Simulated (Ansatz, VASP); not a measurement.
BIr2 in VASP and in Ansatz

The input INCAR:

```
SYSTEM = BIr2
  ALGO = Normal
  DIPOL = 0.5 0.5 0.294
  EDIFF = 1E-6
  ENCUT = 520
  GGA = PE
  IDIPOL = 3
  ISIF = 2
  ISMEAR = 0
  ISPIN = 2
  LASPH = .TRUE.
  LCHARG = .FALSE.
  LDIPOL = .TRUE.
  LMAXMIX = 4
  LORBIT = 11
  LREAL = .FALSE.
  LWAVE = .FALSE.
  MAGMOM = 0 1 1
  NBANDS = 22
  NELM = 150
  PREC = Accurate
  SIGMA = 0.1
```

Contents of KPOINTS:

```
k-points
0
G
  6 6 1
  0 0 0
```

POSCAR

```
BIr2
1.0
    4.1033006048     -0.0000002759      0.0000000000
   -2.0516500635      3.5535627011      0.0000000000
    0.0000000000      0.0000000000     23.8000000000
B Ir
1 2
Direct
    0.0000000000      0.0000000000      0.2941176471
    0.3333333333      0.6666666667      0.2941176471
    0.6666666667      0.3333333333      0.2941176471
```

Input for Ansatz:

```yaml
crystal:
  lattice:
    - [4.1033006048, -2.759e-07, 0.0]
    - [-2.0516500635, 3.5535627011, 0.0]
    - [0.0, 0.0, 23.8]
  atoms:
    - { symbol: B, position: [0.0, 0.0, 0.2941176471] }
    - { symbol: Ir, position: [0.3333333333, 0.6666666667, 0.2941176471], spin: 1.0 }
    - { symbol: Ir, position: [0.6666666667, 0.3333333333, 0.2941176471], spin: 1.0 }
  periodic: [true, true, false]
basis:
  ecutwfc: 420
kpoints:
  mp_grid: { grid: [6, 6, 1] }
hamiltonian:
  xc: pbe
scf:
  occupations: { method: gaussian, width: 0.1 }
  lower_state_search: "off"
output:
  forces: true
  stress: true
  eigenvalues: true
  populations: true
magnetization:
  spin_polarized: true
```

Alike in both runs: task single point; functional PBE; k mesh 6 × 6 × 1; occupations gaussian, width 0.1 eV; collinear spin.

|  | VASP | Ansatz |
| --- | --- | --- |
| version | VASP 6.6.1 | Ansatz 0.2.0 |
| potentials or method | VASP PAW PBE potentials, release 64 (B, Ir) | scalar-relativistic, plane waves, PAW |
| plane-wave cutoff (eV) | 520 | 420 |
| valence electrons in the cell | 21 | 37 |

```csv
,VASP,Ansatz,Ansatz less VASP
gap on the k mesh at the Fermi level (eV),none,none,-
net moment per atom (μB),0.00,0.00,0.000
```

A gap of «none» marks a metal or a gap that the smearing closes. With one functional, cell and mesh, what is left measures potentials, basis and numerics. The two sets of potentials don't hold the same shells in valence. Ansatz warned: «seeded_moment_not_kept».

Spin-orbit coupling is left out, which matters for the levels of Ir.
